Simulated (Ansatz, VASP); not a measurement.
# SnSO in two plane-wave programs, part 2 of 2

One calculation is typed for both programs; each brings its own data sets and cutoff. How far apart do they land? The cell is invented: As first built, before any earlier steps moved the atoms (in the runner's words): it takes the SnSeS structure with some of its atoms replaced by other elements, volume scaled by an estimate. It may not be a known or stable phase. The cell is taken from a series of VASP runs on this material, whose earlier steps may have relaxed, scaled or displaced it; both programs get it as it stands.

VASP 6.6.1 and Ansatz 0.2.0.

So far. Step 2 (VASP: band structure, HSE03): The k-mesh is coarse for exact exchange; levels may shift by about 0.1 eV on a finer one. Spin-orbit coupling is off here; with elements this heavy it splits and shifts levels by tenths of an eV or more.

## 3. Ansatz: band structure, HSE03

Level of this step: Ansatz beside VASP: Kohn-Sham DFT, plane waves, HSE03 (Ansatz).

Ansatz runs on its default PAW (the set named soft_2) files.

The same cell, functional, mesh and smearing now go to Ansatz, which takes its cutoff from its data sets.

File input.yaml:

```yaml
crystal:
  lattice:
    - [3.4671176086, 0.0, 0.0]
    - [-1.7335588043, 3.0026124474, 0.0]
    - [0.0, 0.0, 5.9579538463]
  atoms:
    - { symbol: Sn, position: [0.33333333, 0.66666667, 0.9673317131] }
    - { symbol: S, position: [0.66666667, 0.33333333, 0.2244465511] }
    - { symbol: O, position: [0.0, 0.0, 0.8082227358] }
hamiltonian:
  xc: { exchange: pbe, correlation: pbe, exx: { coeff: 0.25, omega: 0.3 } }
  pseudopotentials: { kind: paw }
kpoints:
  mp_grid: { grid: [5, 5, 3] }
  band_path:
    path:
      - [0.0, 0.0, 0.0]
      - [0.4, 0.0, 0.0]
      - [0.4, 0.2, 0.0]
      - [0.2, 0.2, 0.0]
      - [0.0, 0.0, 0.1]
      - [0.0, 0.0, 0.5]
      - [0.4, 0.0, 0.5]
      - [0.4, 0.2, 0.5]
      - [0.2, 0.2, 0.5]
      - [0.5, 0.0, 0.4]
      - [0.33333, 0.33333, 0.0]
      - [0.33333, 0.33333, 0.5]
    npoints: 1
scf:
  occupations: { method: gaussian, width: 0.02 }
  n_extra_bands: 7
output:
  forces: true
  stress: true
  eigenvalues: true
```

Command:

```bash
ansatz run input.yaml --threads 4 --pin off --max-ram 9216MiB --backend cpu --events-out ev --progress --plain --runs-dir out
```

Numbers of over 12 decimals in the logs are rounded to 6 here.

The program printed:

```text
Warning: output.stress: scf.convergence.dr2_threshold = 1e-7 eV (the SCF's general default) is looser than the 3e-10 eV advised for a printed stress (1e-10 eV for each atom of the cell: 3). What an SCF threshold leaves in a stress goes as its square root, and in the free energy as the threshold itself, and one threshold admits the most on a small cell: [figures from the program's tests cut] Set scf.convergence.dr2_threshold to 3e-10 eV or tighter. The threshold is an SCF's pass mark: one that does not reach it within its budget of iterations ends unconverged, or closes short of it on a stop that the run arms, and scf.convergence.dr2_threshold's page says what that costs each kind of run
Warning: output.stress: scf.exx.energy_threshold = 1e-6 eV is looser than the 3e-8 eV advised for a stress under a hybrid functional (1e-8 eV for each atom of the cell: 3). Every SCF of the exchange loop can meet its threshold on dr2 while the loop round them stops early: no threshold on dr2 bounds what that leaves in the stress. Set scf.exx.energy_threshold to 3e-8 eV or tighter. The threshold is the loop's pass mark: a loop that does not reach it within its budget of cycles ends unconverged, and scf.exx.energy_threshold's page has the law
scf.n_extra_bands = 7 over 13 filled bands (N_el = 26.0): the run solves 20 bands
Engine: ansatz 0.2.0, x86_64-unknown-linux-gnu
Pseudopotentials: kind: paw
Pseudopotential: Sn, paw, valence charge 14, recommended cutoff 420 eV (normal), Sn.paw.azcp
Pseudopotential: S, paw, valence charge 6, recommended cutoff 420 eV (normal), S.paw.azcp
Pseudopotential: O, paw, valence charge 6, recommended cutoff 420 eV (normal), O.paw.azcp
Functional definition: unnamed
  parameter a_1 = 0.25
  parameter omega_1 = 0.3/angstrom
  exchange = pbe_x + (-a_1)*pbe_x_sr(omega_1) + a_1*exact_x_sr(omega_1)
  correlation = pbe_c
Crystal: 3 atoms, lattice volume = 62.025 Å³
Basis set: ecut = 420 eV, 1201 PW (Γ), exchange–correlation on 48×48×80 points (8 copies of the dense FFT grid, shifted against one another)
Bands: 20, of which v1, the nominal top of the filled ones, is band 13 counted from 1 (12 counted from 0)
Symmetry: 6 space group operations
Space group: P3m1 (ITA 156), of the structure as read, at distance tolerance 4.0e-5 Å
k-points: 12 of 75 (time reversal used)
Non-local potential: Sn, projectors of the file, l = 0: 2, l = 1: 2, l = 2: 2, l = 3: 2
Non-local potential: S, projectors of the file, l = 0: 2, l = 1: 2, l = 2: 2
Non-local potential: O, projectors of the file, l = 0: 2, l = 1: 2, l = 2: 1
PAW form: soft (Blöchl's): semilocal exchange-correlation on the pseudo side does not see the compensation charge
PAW frozen core: Sn, regenerated for the run's functional, and the local potential with it (the file was generated under x = pbe(κ = 0.804, μ = 0.219515), c = pbe(β = 0.066725))
PAW frozen core: S, regenerated for the run's functional, and the local potential with it (the file was generated under x = pbe(κ = 0.804, μ = 0.219515), c = pbe(β = 0.066725))
PAW frozen core: O, regenerated for the run's functional, and the local potential with it (the file was generated under x = pbe(κ = 0.804, μ = 0.219515), c = pbe(β = 0.066725))
PAW one-centre angular grid: Sn, 590 points (default); XC on 64 Gauss nodes
PAW one-centre angular grid: S, 110 points (default); XC on 64 Gauss nodes
PAW one-centre angular grid: O, 110 points (default); XC on 96 Gauss nodes
Initial density: superposition of atomic densities (neutral atoms: chi_scale 0, normalization atom), corrected by the library's trained network
Initial wavefunctions: pseudopotential atomic-orbital guess
Functional: x = pbe(κ = 0.804, μ = 0.219515), c = pbe(β = 0.066725), warm-up for x = pbe(κ = 0.804, μ = 0.219515) + 0.25 (exact − pbe) at short range (hse, ω = 0.3 Å⁻¹), c = pbe(β = 0.066725)
SCF iter   1: F=—  HF=-7493.494181 eV  |F-HF|=—  |Δ(HF+E_count)|=         —  Δρ=3.45e-3  dr2=7.28e-3  ethr=1.77e-3  ⟨swp⟩=11.6  Hψ=1231  notcnv=0
preconditioner: auto → none  [insulator: Δε(μ)=0.617 eV  Ē_g=19.103 eV  σ=0.020 eV  W_gap=1.00  n_scr=22 (ndim 8)  ℏωp=24.0 eV  f_vac=0.177  D(μ)=0.00/eV (n_scr^D=0)]
SCF iter   2: F=—  HF=-7493.493938 eV  |F-HF|=—  |Δ(HF+E_count)|=   2.43e-4  Δρ=2.71e-3  dr2=4.71e-3  ethr=2.80e-5  ⟨swp⟩=6.2  Hψ=771  notcnv=0
SCF iter   3: F=—  HF=-7493.493519 eV  |F-HF|=—  |Δ(HF+E_count)|=   4.19e-4  Δρ=1.64e-3  dr2=1.84e-3  ethr=1.81e-5  ⟨swp⟩=4.2  Hψ=625  notcnv=0  defer=1
SCF iter   4: F=—  HF=-7493.493314 eV  |F-HF|=—  |Δ(HF+E_count)|=   2.05e-4  Δρ=6.47e-4  dr2=2.70e-4  ethr=7.09e-6  ⟨swp⟩=2.1  Hψ=428  notcnv=0
iter 5 solved again at ethr=7.03e-8 eV; its pass at ethr=1.04e-6 eV (dr2=1.83e-5 eV) is discarded
SCF iter   5: F=-7493.493309 eV  HF=-7493.493313 eV  |F-HF|=4.01e-6  |Δ(HF+E_count)|=   7.91e-7  Δρ=1.60e-4  dr2=1.70e-5  ethr=7.03e-8  ⟨swp⟩=3.0  Hψ=857  notcnv=0
SCF 1 stopped early in 5 iterations: F = -7493.493309 eV  dr2 = 1.70e-5
  greatest PAW one-centre occupation: 0.994 electrons in one spin orbital (limit 2), on the Sn atom at site 0 (counted from 0), in its partial waves of l = 2
Initial density: handed on by an earlier stage of this run
Initial wavefunctions: those handed on with the density
Functional: x = pbe(κ = 0.804, μ = 0.219515) + 0.25 (exact − pbe) at short range (hse, ω = 0.3 Å⁻¹), c = pbe(β = 0.066725)
Exchange kernel: α = 0.2500, screened, ω = 0.3000 Å⁻¹, Wigner–Seitz truncation, v(0) = 502.5957 eV·Å³, q-mesh 5×5×3, nearest image of the exchange supercell L = 17.34 Å, pair-density grid 18×18×30, without the augmentation charges, whose exchange is taken in its separable form by FFT convolution over the k-point mesh (sized by the pseudopotential files, 24×24×40 at the most), smooth part of the exact exchange by density-matrix convolution
Frozen-core exchange: fock
SCF iter   1: F=—  HF=-7497.727291 eV  |F-HF|=—  |Δ(HF+E_count)|=         —  Δρ=7.71e-3  dr2=3.44e-2  ethr=6.52e-7  ⟨swp⟩=9.0  Hψ=1306  notcnv=0
preconditioner: auto → none  [insulator: Δε(μ)=1.154 eV  Ē_g=21.143 eV  σ=0.020 eV  W_gap=1.00  n_scr=22 (ndim 8)  ℏωp=24.0 eV  f_vac=0.178  D(μ)=0.00/eV (n_scr^D=0)]
SCF iter   2: F=—  HF=-7497.720372 eV  |F-HF|=—  |Δ(HF+E_count)|=   6.92e-3  Δρ=5.86e-3  dr2=1.53e-2  ethr=6.52e-7  ⟨swp⟩=5.0  Hψ=916  notcnv=0
SCF iter   3: F=—  HF=-7497.718149 eV  |F-HF|=—  |Δ(HF+E_count)|=   2.22e-3  Δρ=2.46e-3  dr2=6.18e-3  ethr=6.52e-7  ⟨swp⟩=4.3  Hψ=862  notcnv=0
SCF iter   4: F=—  HF=-7497.726392 eV  |F-HF|=—  |Δ(HF+E_count)|=   8.24e-3  Δρ=1.77e-3  dr2=2.24e-3  ethr=6.52e-7  ⟨swp⟩=4.0  Hψ=888  notcnv=0
SCF iter   5: F=—  HF=-7497.725832 eV  |F-HF|=—  |Δ(HF+E_count)|=   5.60e-4  Δρ=4.90e-4  dr2=1.78e-4  ethr=6.52e-7  ⟨swp⟩=3.7  Hψ=492  notcnv=0
SCF iter   6: F=—  HF=-7497.726030 eV  |F-HF|=—  |Δ(HF+E_count)|=   1.98e-4  Δρ=3.70e-4  dr2=1.00e-4  ethr=5.59e-7  ⟨swp⟩=3.5  Hψ=496  notcnv=0
SCF iter   7: F=-7497.726009 eV  HF=-7497.726010 eV  |F-HF|=8.73e-7  |Δ(HF+E_count)|=   2.04e-5  Δρ=4.32e-5  dr2=3.37e-6  ethr=3.59e-7  ⟨swp⟩=2.0  Hψ=399  notcnv=0
SCF 2 stopped early in 7 iterations: F = -7497.726009 eV  dr2 = 3.37e-6
  Residual-converged pass: ⟨swp⟩=5.0  Hψ=753  notcnv=0  max |occ|·‖R‖ = 5.9e-6 eV (tolerance 6.7e-6 eV)  dr2=3.37e-6  dr2_onsite=5.73e-8  max |Δocc| = 0.0e0
hybrid outer 1: dexx = +9.872e-3 eV, tail = 4.52e-5 eV
Exchange kernel: α = 0.2500, screened, ω = 0.3000 Å⁻¹, Wigner–Seitz truncation, v(0) = 502.5957 eV·Å³, q-mesh 5×5×3, nearest image of the exchange supercell L = 17.34 Å, pair-density grid 18×18×30, without the augmentation charges, whose exchange is taken in its separable form by FFT convolution over the k-point mesh (sized by the pseudopotential files, 24×24×40 at the most), smooth part of the exact exchange by density-matrix convolution
Frozen-core exchange: fock
SCF iter   1: F=—  HF=-7497.725812 eV  |F-HF|=—  |Δ(HF+E_count)|=         —  Δρ=1.27e-4  dr2=1.09e-5  ethr=8.69e-7  ⟨swp⟩=4.3  Hψ=607  notcnv=0
preconditioner: auto → none  [insulator: Δε(μ)=1.199 eV  Ē_g=21.175 eV  σ=0.020 eV  W_gap=1.00  n_scr=22 (ndim 8)  ℏωp=24.0 eV  f_vac=0.180  D(μ)=0.00/eV (n_scr^D=0)]
SCF iter   2: F=—  HF=-7497.725810 eV  |F-HF|=—  |Δ(HF+E_count)|=   1.94e-6  Δρ=1.28e-5  dr2=1.25e-7  ethr=3.71e-8  ⟨swp⟩=3.0  Hψ=449  notcnv=0
SCF iter   3: F=—  HF=-7497.725811 eV  |F-HF|=—  |Δ(HF+E_count)|=   3.99e-7  Δρ=6.79e-6  dr2=2.64e-8  ethr=1.78e-10  ⟨swp⟩=4.4  Hψ=848  notcnv=0
SCF iter   4: F=—  HF=-7497.725811 eV  |F-HF|=—  |Δ(HF+E_count)|=   4.23e-9  Δρ=1.91e-6  dr2=1.44e-9  ethr=7.18e-11  ⟨swp⟩=3.0  Hψ=438  notcnv=0
SCF iter   5: F=-7497.725811 eV  HF=-7497.725811 eV  |F-HF|=1.39e-10  |Δ(HF+E_count)|=   5.34e-9  Δρ=7.33e-7  dr2=2.50e-10  ethr=3.44e-12  ⟨swp⟩=4.0  Hψ=649  notcnv=0
SCF 3 converged in 5 iterations: F = -7497.725811 eV  dr2 = 2.50e-10
  Residual-converged pass: ⟨swp⟩=2.8  Hψ=411  notcnv=0  max |occ|·‖R‖ = 5.4e-7 eV (tolerance 5.4e-7 eV)  dr2=2.50e-10  dr2_onsite=2.38e-11  max |Δocc| = 0.0e0
hybrid outer 2: dexx = +3.395e-7 eV, tail = 5.83e-9 eV, Δε = 2.70e-3 eV (about 5.27e-5 eV left of the loop's levels), ΔF = 8.34e-3 eV/Å (tail 7.48e-4)
NSCF: frozen V_eff on 12 k-points
hybrid SCF converged: 2 outer / 12 inner (+5 warm-up), last move |dexx| = 3.39e-7 eV, tail = 5.83e-9 eV
Stability not checked: this state was not tested for a lower state beside it, because the functional holds exact exchange (a hybrid, or Hartree-Fock), whose exchange loop this test does not read (fock_operator; see scf.lower_state_search)
Free energy (F): -7497.725811 eV
Frozen-core exchange: fock
Harris-Foulkes:  -7497.725811 eV  (|F-HF|=1.39e-10)
Internal energy: -7497.725811 eV  (E = F + TS)
E sigma→0 (E₀):  -7497.725811 eV
Fermi energy:    5.714709 eV
--- Per-component energies (eV) ---
  E_band       = -203.847637
  E_kinetic    = 467.486843
  E_local      = -2209.125881  (includes V_loc(G=0)·N_el)
  E_nonlocal   = 44.513518
  E_hartree    = 1109.832990
  E_xc         = -440.551385
  E_vxc        = -222.243469  (∫ρ·V_xc dr)
  E_exx        = -62.493282  (= α·E_x^exact, valence–valence)
  E_paw        = -4955.107581  (= ΣΔE_a)
  E_vpaw       = -379.160173  (= ΣTr[D̂ρ^β])
  E_aug_tail   = 0.002337  (compensation charges beyond the density's cutoff)
  E_ewald      = -1452.404889
  E_core_change = 0.121519  (= ΣΔE_core)
  E_smearing   = -0.000000  (= −TS)
  E_closure    = -0.000000  (closes the sum)
  Σ components = -7497.725811   (vs F -7497.725811, Δ=9.09e-13)
--- Forces (eV/Å), atoms counted from 1 ---
  atom   1  Sn    -0.00000000    -0.00000000    -0.08362878
  atom   2  S      0.00000000     0.00000000    -0.50777523
  atom   3  O     -0.00000000    -0.00000000     0.59133437
  max |Σ_I F_I| component: 6.96e-5 eV/Å
--- Stress (GPa, compression-positive) ---
       -4.638183       0.000000      -0.000000
        0.000000      -4.638183       0.000000
        0.000000       0.000000      -3.356968
  P = ⅓ Tr σ = -4.2111 GPa (-42.111 kbar)
--- Band table (eV; the first three rows and the last of 12) ---
  k-point 0: bands = [... 9 lower, 2.1680, 3.4906, 5.1094, 5.1094, 6.3134, 10.6183, 12.9368, 12.9368, ... 3 higher]
  k-point 1: bands = [... 9 lower, 2.1675, 2.9723, 5.1156, 5.1156, 6.9619, 10.5654, 12.8959, 12.8959, ... 3 higher]
  k-point 2: bands = [... 9 lower, 1.7629, 3.1705, 3.6977, 4.8052, 7.6838, 10.6570, 13.0818, 13.7783, ... 3 higher]
  k-point 11: bands = [... 9 lower, 0.4712, 1.8046, 3.5350, 4.0183, 8.5883, 12.1407, 12.9755, 13.4259, ... 3 higher]
```

The job ended after 28 s (4 threads of AMD EPYC 9R14 (Zen 4), shared host; peak memory 1.1 GiB).

## 4. Comparison

Known differences besides the potentials themselves: exact exchange at q = 0 is treated differently, which shows on coarse meshes; VASP keeps PBE cores, Ansatz makes them for the functional; the cutoff is 420 eV in Ansatz and 520 eV in VASP; VASP takes a coarser grid for exact exchange (PRECFOCK = Fast). Total energies have different zeros and are not compared.

The two programs side by side:

```
                     quantity  Ansatz   VASP  difference
gap over the path points (eV)   1.196  1.171      +0.025
```

Forces (eV/Å; atoms numbered as in POSCAR):

```
atom        Ansatz x, y, z          VASP x, y, z
 Sn1  0.000, 0.000, -0.084  0.000, 0.000, -0.001
  S2  0.000, 0.000, -0.508  0.000, 0.000, -0.537
  O3   0.000, 0.000, 0.591   0.000, 0.000, 0.538
```

Levels at points of the path, from each program's valence-band top (eV; 4 filled, then empty):

```
k (reciprocal lattice)                             Ansatz                               VASP
     0.000 0.000 0.000  -2.95 -1.63 -0.01 -0.01 1.20 5.50  -2.97 -1.65 -0.01 -0.01 1.17 5.52
     0.400 0.000 0.000  -3.97 -3.02 -1.36 -0.67 2.88 5.55  -3.98 -3.03 -1.38 -0.68 2.86 5.54
     0.400 0.200 0.000  -4.57 -3.31 -1.73 -1.24 3.53 7.11  -4.58 -3.31 -1.73 -1.25 3.51 7.10
     0.200 0.200 0.000  -4.24 -2.65 -1.62 -1.11 3.55 5.93  -4.25 -2.66 -1.62 -1.12 3.52 5.92
     0.000 0.000 0.100  -2.95 -1.70 -0.01 -0.01 1.28 5.50  -2.97 -1.72 -0.01 -0.01 1.26 5.52
     0.000 0.000 0.500    -2.95 -2.30 0.00 0.00 2.06 5.42    -2.97 -2.32 0.00 0.00 2.02 5.44
     0.400 0.000 0.500  -3.95 -2.72 -1.47 -0.72 2.76 5.75  -3.96 -2.73 -1.48 -0.72 2.74 5.76
     0.400 0.200 0.500  -4.67 -3.32 -1.52 -1.06 3.45 7.00  -4.68 -3.33 -1.53 -1.08 3.43 6.99
     0.200 0.200 0.500  -4.14 -2.63 -1.51 -1.22 3.49 6.62  -4.15 -2.64 -1.52 -1.22 3.46 6.61
     0.500 0.000 0.400  -4.05 -2.76 -1.36 -0.77 2.57 5.76  -4.06 -2.77 -1.38 -0.77 2.55 5.76
```

The forces differ by 34 meV/Å r.m.s., which is 13.5 % of the r.m.s. force of 0.25 eV/Å (both taken over all components). Among the levels compared at these points, filled levels agree within 19 meV and empty ones within 32 meV.

## 5. What the set-up changes

Further runs change the set-up of one program: Ansatz's method, potentials or start, or VASP's data sets, cutoff or form of LDA. The table gives Ansatz less VASP for each quantity, since a change that brings one quantity closer may part another.

```
                 run  r.m.s. force difference (meV/Å)  gap over the path points (eV)
            as above                               34                          0.025
cores kept as stored                               33                          0.025
```

## 6. Outcome

| Quantity | Value |
| --- | --- |
| r.m.s. force difference (band structure, HSE03) | 13 % of the r.m.s. force |

In words: The r.m.s. force difference is 13 % of the r.m.s. force (band structure, HSE03), beyond the 3 % picked in this series as the mark of a large difference. For band structure, HSE03, no further run moves any of the tabulated differences by more than a quarter of its size. 2 further runs of this series are not shown here. Such differences can come from data sets, numerical settings and the points named under the comparisons, not from the functional's error against experiment.

[Lines on the potential files, build, host, timing and source positions are cut from VASP's logs without a mark.]

[Logs are printed without paths, hosts, clocks, repeated set-up lines and the standing remarks that a program may print on its own settings, such as how far it seeks lower states.]

[Hosts, paths, dates, database ids (printed as entryN), source tags and the programs' standing remarks are cut or masked in the printed files.]
